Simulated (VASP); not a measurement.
# ZrV2: accuracy against cost in the SCF solver and precision settings

A convergence test on ZrV2: the SCF solver and precision settings. The series runs use r2SCAN. The SCF solver tried: ALGO = Normal; ALGO = Fast; ALGO = VeryFast; ALGO = All; ALGO = Damped; AMIX = 0.1, BMIX = 0.01; AMIX = 0.8; IMIX = 1, AMIX = 0.2. The precision settings tried: PREC = Low; PREC = Medium; PREC = Normal; PREC = Single; PREC = Accurate; LREAL = Auto; ADDGRID = .TRUE.; LASPH = .FALSE.. The start is a cell from a database of measured crystal structures.

Program: VASP 6.6.1. Level of theory: r2SCAN, spin-polarised from a ferromagnetic start; plane waves and PAW (Zr_sv, V_sv). Results are calculated unless marked as measured.

### 1. The starting structure

Symmetry: Fd-3m, No. 227, cubic system. The conventional cell has a = 7.430 Å, b = 7.430 Å, c = 7.430 Å, α = 90.00°, β = 90.00°, γ = 90.00°. Zr has 12 V at 3.08 Å and 4 Zr at 3.22 Å nearest. Nearest to V lie 6 V at 2.63 Å and 6 Zr at 3.08 Å. Farther neighbours are not listed.

### 2. SCF solver: ALGO = Normal

All solvers should reach one answer; they differ in cycles and robustness. r2SCAN adds the kinetic-energy density, costs more than a GGA and is run with LASPH.

File INCAR:

```
SYSTEM = ZrV2
PREC = Accurate
ENCUT = 400
EDIFF = 1E-06
NELM = 100
ISMEAR = -1
SIGMA = 0.05
LREAL = .FALSE.
ALGO = Normal
METAGGA = R2SCAN
LASPH = .TRUE.
NBANDS = 55
ISPIN = 2
MAGMOM = 0 0 2 2 2 2
LMAXMIX = 4
LORBIT = 11
LWAVE = .FALSE.
LCHARG = .FALSE.
KPAR = 4
ISIF = 2
```

File POSCAR:

```
ZrV2
1.0
    0.0000000000      3.7150000000      3.7150000000
    3.7150000000      0.0000000000      3.7150000000
    3.7150000000      3.7150000000      0.0000000000
Zr V
2 4
Direct
    0.0000000000      0.0000000000      0.0000000000
    0.2500000000      0.2500000000      0.2500000000
    0.6250000000      0.6250000000      0.6250000000
    0.1250000000      0.6250000000      0.6250000000
    0.6250000000      0.6250000000      0.1250000000
    0.6250000000      0.1250000000      0.6250000000
```

File KPOINTS:

```
Automatic mesh
0
Gamma
5 5 5
0 0 0
```

Potentials, in the order of the species: Zr_sv and V_sv (PBE family, release 64).

Run with:

```console
> mpirun -np 4 vasp_std
```

Output:

```text
[banner, memory and clock lines left out]
running    4 mpi-ranks, on    1 nodes
 distrk:  each k-point on    1 cores,    4 groups
 distr:  one band on    1 cores,    1 groups

 POSCAR found type information on POSCAR ZrV
 POSCAR found :  2 types and       6 ions
|                                                                             |
|               ----> ADVICE to this user running VASP <----                  |
|                                                                             |
|     You enforced a specific xc type in the INCAR file but a different       |
|     [... a line on the potential file left out ...]
|     I HOPE YOU KNOW WHAT YOU ARE DOING!                                     |
|                                                                             |

 LDA part: xc-table for (None), standard interpolation
 POSCAR, INCAR and KPOINTS ok, starting setup
 FFT: planning ... GRIDC
 FFT: planning ... GRID_SOFT
 FFT: planning ... GRID
 WAVECAR not read
 entering main loop
       N       E                     dE             d eps       ncg     rms          rms(c)
DAV:   1     0.965939977187E+03    0.96594E+03   -0.38549E+04  2200   0.130E+03
DAV:   2    -0.720111489903E+02   -0.10380E+04   -0.10061E+04  2277   0.489E+02
DAV:   3    -0.129307661126E+03   -0.57297E+02   -0.54515E+02  3297   0.119E+02
DAV:   4    -0.132155364200E+03   -0.28477E+01   -0.28193E+01  3176   0.193E+01
DAV:   5    -0.132302717180E+03   -0.14735E+00   -0.14725E+00  3006   0.352E+00    0.466E+01
DAV:   6    -0.108482968799E+03    0.23820E+02   -0.10836E+02  2826   0.548E+01    0.206E+01
DAV:   7    -0.101764177875E+03    0.67188E+01   -0.29400E+01  2652   0.260E+01    0.990E+00
DAV:   8    -0.101619511523E+03    0.14467E+00   -0.48321E+00  2759   0.939E+00    0.324E+00
DAV:   9    -0.101635217635E+03   -0.15706E-01   -0.47882E-01  2919   0.283E+00    0.193E+00
DAV:  10    -0.101653522147E+03   -0.18305E-01   -0.43568E-02  2692   0.102E+00    0.124E+00
DAV:  11    -0.101666484929E+03   -0.12963E-01   -0.26775E-02  2889   0.749E-01    0.377E-01
DAV:  12    -0.101671024388E+03   -0.45395E-02   -0.22972E-02  2511   0.517E-01    0.293E-01
DAV:  13    -0.101672608949E+03   -0.15846E-02   -0.29971E-03  3206   0.178E-01    0.231E-01
DAV:  14    -0.101674926639E+03   -0.23177E-02   -0.13534E-02  2615   0.350E-01    0.109E-01
DAV:  15    -0.101675534397E+03   -0.60776E-03   -0.42340E-03  2831   0.183E-01    0.582E-02
DAV:  16    -0.101675654711E+03   -0.12031E-03   -0.64919E-04  2939   0.789E-02    0.351E-02
DAV:  17    -0.101675695490E+03   -0.40779E-04   -0.30258E-04  2519   0.579E-02    0.152E-02
DAV:  18    -0.101675702867E+03   -0.73768E-05   -0.37887E-05  2509   0.251E-02    0.655E-03
DAV:  19    -0.101675702704E+03    0.16333E-06   -0.70539E-06  2138   0.830E-03
   1 F= -.10167570E+03 E0= -.10163951E+03  d E =-.723808E-01  mag=     4.1084
```

The job ended after 56 s (4 MPI ranks of Intel Xeon 6975P-C (Granite Rapids), shared host; peak memory 1.1 GiB; 3.7 min of CPU time).

The logs omit lines about the potential files and the build; timing stands in the text.

Parts of OUTCAR (step 2):

```text
ion  position               nearest neighbor table
   1  0.000  0.000  0.000-   3 3.08   5 3.08   6 3.08   3 3.08   4 3.08   5 3.08   3 3.08   4 3.08
                             6 3.08   4 3.08   5 3.08   6 3.08   2 3.22   2 3.22   2 3.22   2 3.22
   2  0.250  0.250  0.250-   4 3.08   5 3.08   6 3.08   3 3.08   4 3.08   6 3.08   3 3.08   4 3.08
                             5 3.08   3 3.08   5 3.08   6 3.08   1 3.22   1 3.22   1 3.22   1 3.22
   3  0.625  0.625  0.625-   4 2.63   5 2.63   6 2.63   5 2.63   6 2.63   4 2.63   1 3.08   2 3.08
                             1 3.08   2 3.08   1 3.08   2 3.08
   4  0.125  0.625  0.625-   3 2.63   5 2.63   6 2.63   3 2.63   5 2.63   6 2.63   2 3.08   1 3.08
                             1 3.08   2 3.08   2 3.08   1 3.08
   5  0.625  0.625  0.125-   3 2.63   3 2.63   4 2.63   6 2.63   6 2.63   4 2.63   1 3.08   2 3.08
                             1 3.08   2 3.08   1 3.08   2 3.08
   6  0.625  0.125  0.625-   3 2.63   5 2.63   3 2.63   4 2.63   5 2.63   4 2.63   2 3.08   1 3.08
                             2 3.08   2 3.08   1 3.08   1 3.08

  LATTYP: Found a face centered cubic cell.
 ALAT       =     7.4300000000

 Subroutine GETGRP returns: Found 48 space group operations
 (whereof 24 operations were pure point group operations)

The static configuration has the point symmetry T_d .
 The point group associated with its full space group is O_h .

 Found     10 irreducible k-points:

   k-points           NKPTS =     10   k-points in BZ     NKDIM =     10   number of bands    NBANDS=     55

   dimension x,y,z NGX =    36 NGY =   36 NGZ =   36
   dimension x,y,z NGXF=    72 NGYF=   72 NGZF=   72

   ENCUT  =  400.0 eV  29.40 Ry    5.42 a.u.   8.57  8.57  8.57*2*pi/ulx,y,z

   NELECT =      76.0000    total number of electrons

 k-points in reciprocal lattice and weights: Automatic mesh
   0.00000000  0.00000000  0.00000000       0.008
   0.20000000  0.00000000  0.00000000       0.064
   0.40000000  0.00000000  0.00000000       0.064
   0.20000000  0.20000000  0.00000000       0.048
   0.40000000  0.20000000  0.00000000       0.192
  -0.40000000  0.20000000  0.00000000       0.192
  -0.20000000  0.20000000  0.00000000       0.096
   0.40000000  0.40000000  0.00000000       0.048
  -0.40000000  0.40000000  0.00000000       0.096
  -0.40000000  0.40000000  0.20000000       0.192

 average (electrostatic) potential at core
       1 -79.1524       2 -79.1524       3 -75.9842       4 -75.9842       5 -75.9842
       6 -75.9842

 E-fermi :   8.9619

 spin component 1
 k-point     1 :       0.0000    0.0000    0.0000
  band No.  band energies     occupation
    ...
     32       7.2737      1.00000
     33       7.2815      1.00000
     34       7.2815      1.00000
     35       8.2455      1.00000
     36       8.2455      1.00000
     37       9.0040      0.30106
     38       9.0040      0.30106
     39       9.0040      0.30094
     40      10.0626      0.00000
     41      10.0626      0.00000
    ...

 k-point     2 :       0.2000    0.0000    0.0000
  band No.  band energies     occupation
    ...
     35       8.3032      1.00000
     36       8.3033      1.00000
     37       8.5326      0.99981
     38       8.7834      0.97260
     39       8.7834      0.97259
     40       9.8060      0.00000
     41      10.1395      0.00000
     42      10.1395      0.00000
     43      10.1673      0.00000
     44      10.3735      0.00000
    ...

 k-point     3 :       0.4000    0.0000    0.0000
  band No.  band energies     occupation
    ...
     36       7.9920      1.00000
     37       7.9920      1.00000
     38       8.5752      0.99956
     39       8.6292      0.99871
     40       8.6293      0.99871
     41      10.2143      0.00000
     42      10.2143      0.00000
     43      10.4279      0.00000
     44      10.4279      0.00000
     45      10.4458      0.00000
    ...

 k-point     4 :       0.2000    0.2000    0.0000
  band No.  band energies     occupation
    ...
     35       8.1283      1.00000
     36       8.2910      1.00000
     37       8.4250      0.99998
     38       8.7108      0.99345
     39       8.7108      0.99345
     40       9.6386      0.00000
     41       9.8942      0.00000
     42       9.8943      0.00000
     43      10.1135      0.00000
     44      10.3588      0.00000
    ...

 k-point     5 :       0.4000    0.2000    0.0000
  band No.  band energies     occupation
    ...
     36       7.9896      1.00000
     37       8.0520      1.00000
     38       8.3743      0.99999
     39       8.5451      0.99976
     40       8.7023      0.99447
     41       9.6314      0.00000
     42       9.6357      0.00000
     43      10.1599      0.00000
     44      10.2605      0.00000
     45      10.5324      0.00000
    ...

 k-point     6 :      -0.4000    0.2000    0.0000
  band No.  band energies     occupation
    ...
     36       8.0696      1.00000
     37       8.1232      1.00000
     38       8.1823      1.00000
     39       8.4563      0.99996
     40       8.5306      0.99982
     41       9.5469      0.00001
     42       9.6888      0.00000
     43       9.8671      0.00000
     44      10.1050      0.00000
     45      10.8325      0.00000
    ...

  Total        0.0542049      0.0542049      0.0542049      0.0000000      0.0000000     -0.0000000
  in kB        0.8469199      0.8469199      0.8469199      0.0000000      0.0000000     -0.0000000
  external PRESSURE =       0.8469199 kB  Pullay stress =       0.0000000 kB

  energy-cutoff  :      400.00
  volume of cell :      102.54
      direct lattice vectors                 reciprocal lattice vectors
     0.000000000  3.715000000  3.715000000    -0.134589502  0.134589502  0.134589502
     3.715000000  0.000000000  3.715000000     0.134589502 -0.134589502  0.134589502
     3.715000000  3.715000000  0.000000000     0.134589502  0.134589502 -0.134589502

 POSITION                                       TOTAL-FORCE (eV/Angst)
 -----------------------------------------------------------------------------------
      0.00000      0.00000      0.00000         0.000000      0.000000     -0.000000
      1.85750      1.85750      1.85750        -0.000000     -0.000000      0.000000
      4.64375      4.64375      4.64375         0.000000      0.000000     -0.000000
      4.64375      2.78625      2.78625         0.000000      0.000000     -0.000000
      2.78625      2.78625      4.64375        -0.000000      0.000000     -0.000000
      2.78625      4.64375      2.78625        -0.000000     -0.000000     -0.000000
 -----------------------------------------------------------------------------------
    total drift:                                0.000000      0.000000      0.000000

  FREE ENERGIE OF THE ION-ELECTRON SYSTEM (eV)
  ---------------------------------------------------
  free  energy   TOTEN  =      -101.6757027037 eV

  energy  without entropy=     -101.6033219301  energy(sigma->0) =     -101.63951232

 total charge
# of ion       s       p       d       tot
------------------------------------------
    1        2.209   5.995   1.553   9.757
    2        2.209   5.995   1.553   9.757
    3        2.347   6.216   2.966  11.529
    4        2.347   6.216   2.966  11.529
    5        2.347   6.216   2.966  11.529
    6        2.347   6.216   2.966  11.529
--------------------------------------------------
tot         13.807  36.853  14.969  65.629

 magnetization (x)
# of ion       s       p       d       tot
------------------------------------------
    1       -0.012   0.010  -0.194  -0.196
    2       -0.012   0.010  -0.194  -0.196
    3        0.017   0.056   0.890   0.962
    4        0.017   0.056   0.890   0.962
    5        0.017   0.056   0.890   0.962
    6        0.017   0.056   0.890   0.962
--------------------------------------------------
tot          0.043   0.242   3.172   3.457

[... 6 further parts left out ...]
```

The magnetic state follows from one typed start and may not be the lowest. The k-mesh is coarse for a metal. SCAN-type functionals tend to overstate the moments of itinerant magnets. The PAW data sets were made with PBE, which is usual practice but a small mismatch for other functionals.

Numbers from this step:

```yaml
scf_cycles: 19
electrons: 76
bands: 55
irreducible_k_points: 10
symmetry_operations: 48
free_energy_toten: -101.6757 eV
energy_at_zero_smearing: -101.6395 eV
fermi_energy: 8.962 eV
pressure: 0.08469 GPa
moment_of_the_cell_from_the_last_line_of_the_log: 4.108 μB
metallic: yes
```

Spin moment in the PAW sphere by atom:

| atom | spin moment in the PAW sphere (μB) |
| --- | --- |
| Zr1 | -0.196 |
| Zr2 | -0.196 |
| V3 | 0.962 |
| V4 | 0.962 |
| V5 | 0.962 |
| V6 | 0.962 |

The series starts at -16.9399 eV an atom and 0.08 GPa, after 19 cycles in 56 s.

### 3. SCF solver: ALGO = Fast

Changes to INCAR since step 2:

```diff
@@ -8,3 +8,3 @@
 LREAL = .FALSE.
-ALGO = Normal
+ALGO = Fast
 METAGGA = R2SCAN
```

POSCAR is that of step 2.

KPOINTS is that of step 2.

Run with:

```console
> mpirun -np 4 vasp_std
```

Output:

```text
[banner, memory and clock lines left out]
running    4 mpi-ranks, on    1 nodes
[...]
[... a notice as in an earlier step ...]

 LDA part: xc-table for (None), standard interpolation
 POSCAR, INCAR and KPOINTS ok, starting setup
[...]
entering main loop
       N       E                     dE             d eps       ncg     rms          rms(c)
[... 5 cycles as in an earlier step ...]
RMM:   6    -0.106605872335E+03    0.25697E+02   -0.81994E+01  2553   0.496E+01    0.169E+01
RMM:   7    -0.101274063037E+03    0.53318E+01   -0.12369E+01  2375   0.162E+01    0.779E+00
RMM:   8    -0.101514700973E+03   -0.24064E+00   -0.42760E+00  2733   0.772E+00    0.272E+00
RMM:   9    -0.101615516913E+03   -0.10082E+00   -0.12364E+00  3109   0.310E+00    0.237E+00
[...]
RMM:  18    -0.101675577701E+03   -0.45336E-04   -0.50737E-04  3844   0.569E-02    0.151E-02
RMM:  19    -0.101675597983E+03   -0.20281E-04   -0.18620E-04  3486   0.410E-02    0.114E-02
RMM:  20    -0.101675612409E+03   -0.14426E-04   -0.10094E-04  3134   0.330E-02    0.610E-03
WARNING in EDDRMM: call to ZHEGV failed, returncode =   6  3     38
RMM:  21    -0.101675617511E+03   -0.51014E-05   -0.35764E-05  2880   0.282E-02    0.169E-03
RMM:  22    -0.101675621741E+03   -0.42306E-05   -0.13779E-05  2486   0.241E-02    0.686E-04
RMM:  23    -0.101675623517E+03   -0.17761E-05    0.40243E-06  2304   0.217E-02    0.444E-04
RMM:  24    -0.101675624677E+03   -0.11601E-05    0.11961E-05  2036   0.201E-02    0.291E-04
[...]
RMM:  98    -0.101674594715E+03    0.49772E-04    0.58059E-04   994   0.262E-02    0.717E-04
RMM:  99    -0.101674542539E+03    0.52177E-04    0.60825E-04  1028   0.266E-02    0.731E-04
RMM: 100    -0.101674487865E+03    0.54673E-04    0.63701E-04   996   0.270E-02
|                                                                             |
|           W    W    AA    RRRRR   N    N  II  N    N   GGGG   !!!           |
|           W    W   A  A   R    R  NN   N  II  NN   N  G    G  !!!           |
|           W    W  A    A  R    R  N N  N  II  N N  N  G       !!!           |
|           W WW W  AAAAAA  RRRRR   N  N N  II  N  N N  G  GGG   !            |
|           WW  WW  A    A  R   R   N   NN  II  N   NN  G    G                |
|           W    W  A    A  R    R  N    N  II  N    N   GGGG   !!!           |
|                                                                             |
|     The electronic self-consistency was not achieved in the given           |
|     number of steps (NELM). The forces and other quantities evaluated       |
|     might not be reliable so examine the results carefully. If you find     |
|     spurious results, we suggest increasing NELM, if you were close to      |
|     convergence or switching to a different ALGO or adjusting the           |
|     density mixing parameters otherwise.                                    |
|                                                                             |

   1 F= -.10167449E+03 E0= -.10163830E+03  d E =-.723845E-01  mag=     4.1065
```

It took 5.2 min on 4 MPI ranks; peak memory 1.2 GiB.

Parts of OUTCAR (step 3):

```text
 spin component 1
 k-point     1 :       0.0000    0.0000    0.0000
  band No.  band energies     occupation
    ...
     32       7.2737      1.00000
     33       7.2815      1.00000
     34       7.2815      1.00000
     35       8.2456      1.00000
     36       8.2456      1.00000
     37       9.0041      0.29996
     38       9.0041      0.29996
     39       9.0042      0.29985
     40      10.0625      0.00000
     41      10.0626      0.00000
    ...

 k-point     2 :       0.2000    0.0000    0.0000
  band No.  band energies     occupation
    ...
     35       8.3033      1.00000
     36       8.3033      1.00000
     37       8.5327      0.99981
     38       8.7835      0.97247
     39       8.7836      0.97245
     40       9.8062      0.00000
     41      10.1394      0.00000
     42      10.1395      0.00000
     43      10.1673      0.00000
     44      10.3735      0.00000
    ...

  Total        0.0640631      0.0640631      0.0640631     -0.0000000     -0.0000000      0.0000000
  in kB        1.0009493      1.0009493      1.0009493     -0.0000000     -0.0000000      0.0000000
  external PRESSURE =       1.0009493 kB  Pullay stress =       0.0000000 kB

 POSITION                                       TOTAL-FORCE (eV/Angst)
 -----------------------------------------------------------------------------------
      0.00000      0.00000      0.00000         0.000000      0.000000      0.000000
      1.85750      1.85750      1.85750        -0.000000     -0.000000     -0.000000
      4.64375      4.64375      4.64375         0.000000      0.000000      0.000000
      4.64375      2.78625      2.78625         0.000000      0.000000      0.000000
      2.78625      2.78625      4.64375         0.000000      0.000000      0.000000
      2.78625      4.64375      2.78625         0.000000      0.000000      0.000000
 -----------------------------------------------------------------------------------
    total drift:                                0.000000      0.000000      0.000000

  FREE ENERGIE OF THE ION-ELECTRON SYSTEM (eV)
  ---------------------------------------------------
  free  energy   TOTEN  =      -101.6744878652 eV

  energy  without entropy=     -101.6021033547  energy(sigma->0) =     -101.63829561

 magnetization (x)
# of ion       s       p       d       tot
------------------------------------------
    1       -0.012   0.010  -0.194  -0.196
    2       -0.012   0.010  -0.194  -0.196
    3        0.017   0.056   0.890   0.962
    4        0.017   0.056   0.890   0.962
    5        0.017   0.056   0.890   0.962
    6        0.017   0.056   0.890   0.962
--------------------------------------------------
tot          0.043   0.241   3.171   3.456

[... 10 parts as in an earlier step ...]

[... 14 further parts left out ...]
[key lines of the parts left out:]
E-fermi :   8.9618
```

The electronic loop ended without reaching EDIFF, so its numbers are not used.

At the end rms(c) stands at 7e-05, with no steady fall over the second half of the cycles shown.

(Part 1 of 4 ends here.)

[Lines on the potential files, build, host, timing and source positions are cut from VASP's logs without a mark.]

[Logs are printed without paths, hosts, clocks, repeated set-up lines and the standing remarks that a program may print on its own settings, such as how far it seeks lower states.]

[Hosts, paths, dates, database ids (printed as entryN), source tags and the programs' standing remarks are cut or masked in the printed files.]

[A measured line is paired with the nearest computed mode of its activity, which favours agreement.]
